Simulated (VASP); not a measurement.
All values below come from RPBE GGA, VASP's PBE PAW potentials (set 64) (plane waves; VASP).

VASP ran on this input.

**INCAR**
```
SYSTEM = PtAl2
PREC = Accurate
ENCUT = 520
EDIFF = 1E-7
NELM = 100
ALGO = Normal
LREAL = .FALSE.
LASPH = .TRUE.
ISMEAR = 1
SIGMA = 0.1
GGA = RP
LMAXMIX = 6
LWAVE = .FALSE.
LCHARG = .FALSE.
ISIF = 2
```

KPOINTS:
```
Regular mesh
0
gamma
9 9 9
```

**POSCAR**
```
PtAl2
2.9572660
  0.0000000000   1.0000000673   1.0000000673
  1.0000000673   0.0000000000   1.0000000673
  1.0000000673   1.0000000673   0.0000000000
Al Pt
2 1
Cartesian
  0.5000000337   0.5000000337   0.5000000337
  1.5000001010   1.5000001010   1.5000001010
  0.0000000000   0.0000000000   0.0000000000
```

POTCAR, in this order: Al Pt (PBE.64 set). Program: vasp_std.

Unless said otherwise, spin-orbit coupling is left out, though it shifts the bands of the heavy elements here.

Question: What does the run give for the energy per atom (σ→0), pressure, band gap (on the k-mesh)?

Answer: 
```yaml
energy per atom (σ→0): -5.038 eV/atom
band gap (on the k-mesh): none (metal, semimetal or under 0.01 eV)
pressure: 4.04 GPa
```

File OSZICAR:
```
...
DAV:   7    -0.151379884997E+02    0.66316E-01   -0.17081E-01   928   0.423E+00    0.178E+00
DAV:   8    -0.151141285393E+02    0.23860E-01   -0.27733E-02   984   0.177E+00    0.264E-01
DAV:   9    -0.151143857951E+02   -0.25726E-03   -0.19228E-03   992   0.436E-01    0.169E-01
DAV:  10    -0.151146258019E+02   -0.24001E-03   -0.53707E-04   896   0.185E-01    0.191E-02
DAV:  11    -0.151146276237E+02   -0.18218E-05   -0.19423E-05  1040   0.463E-02    0.901E-03
DAV:  12    -0.151146346058E+02   -0.69822E-05   -0.20050E-05   880   0.329E-02    0.368E-03
DAV:  13    -0.151146345198E+02    0.86046E-07   -0.85504E-07  1064   0.985E-03
   1 F= -.15114635E+02 E0= -.15115078E+02  d E =0.133169E-02
```

The compound is PtAl2 in the fluorite structure. This cell is one point of a volume scan, at 0.97 of the reference volume.
